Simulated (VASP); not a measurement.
Consider the following.

```
CELL_PARAMETERS angstrom
      0.00000     3.38565     3.38565
      3.38565     0.00000     3.38565
      3.38565     3.38565     0.00000
ATOMIC_POSITIONS crystal
  In 0.00000 0.00000 0.00000
  Sb 0.25000 0.25000 0.25000
```

All values below come from vdW-DF2, VASP's PBE PAW potentials (set 64) (plane waves; VASP). Numerical set-up: 520 eV cut-off, 9×9×9 Γ-centred mesh, first-order Methfessel-Paxton smearing of 0.10 eV, potentials In_d Sb.

Unless said otherwise, spin-orbit coupling is left out, though it shifts the bands of the heavy elements here.

Task: Estimate the energy per atom (σ→0), band gap (on the k-mesh) with the smallest direct gap where there is one.

Result: 
* **band gap (on the k-mesh)**: none (metal, semimetal or under 0.01 eV)
* **energy per atom (σ→0)**: -0.633 eV/atom

Total energies compare only between runs with the same potentials, cut-off and functional.

The compound is InSb in the zinc blende structure. This cell is one point of a volume scan, at 0.97 of the reference volume.
